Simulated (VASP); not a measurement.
A run of VASP 6.6.1 is set up as follows.

INCAR

```
SYSTEM = WSe2
PREC = Accurate ; ENCUT = 520
EDIFF = 1E-7 ; ISMEAR = -1
SIGMA = 0.05 ; LREAL = .False.
LASPH = .True. ; NELM = 60
ALGO = Normal ; ISIF = 2
LWAVE = .False. ; LCHARG = .False.
GGA = CA
```

Contents of KPOINTS:

```
Automatic mesh
0
Gamma
  6 6 1
  0 0 0
```

The input POSCAR:

```
WSe2
1.0
    3.2820000000      0.0000000000      0.0000000000
   -1.6410000000      2.8422950000      0.0000000000
    0.0000000000      0.0000000000     34.3100000000
Se W
6 3
Direct
    0.6666670000      0.3333330000      0.2639870000
    0.6666670000      0.3333330000      0.3623650000
    0.3333330000      0.6666670000      0.4508540000
    0.3333330000      0.6666670000      0.5491460000
    0.6666670000      0.3333330000      0.6376350000
    0.6666670000      0.3333330000      0.7360130000
    0.3333330000      0.6666670000      0.3131850000
    0.6666670000      0.3333330000      0.5000000000
    0.3333330000      0.6666670000      0.6868150000
```

Potentials or basis: VASP PAW LDA potentials, release 64 (Se, W_sv).

Launch:

```sh
$ cat potpaw_LDA.64/Se/POTCAR potpaw_LDA.64/W_sv/POTCAR > POTCAR
$ mpirun -np 1 vasp_std > vasp.out
```

Problem. Estimate the band gap on the k mesh.

Solution. 1.05 eV, indirect (least direct gap 1.59 eV).

Problem. What does it give for the largest force?

Solution. 0.539 eV/Å.

Forces on the atoms (eV/Å):
```
Se   0.000  0.000  0.539
Se   0.000  0.000 -0.472
Se   0.000  0.000  0.455
Se   0.000  0.000 -0.455
Se   0.000  0.000  0.472
Se   0.000  0.000 -0.539
W    0.000  0.000 -0.070
W    0.000  0.000  0.000
W    0.000  0.000  0.070
```

Caveat: spin-orbit coupling is left out, which moves the levels of the heavy elements. As with any semilocal functional, this LDA gap is likely too small.
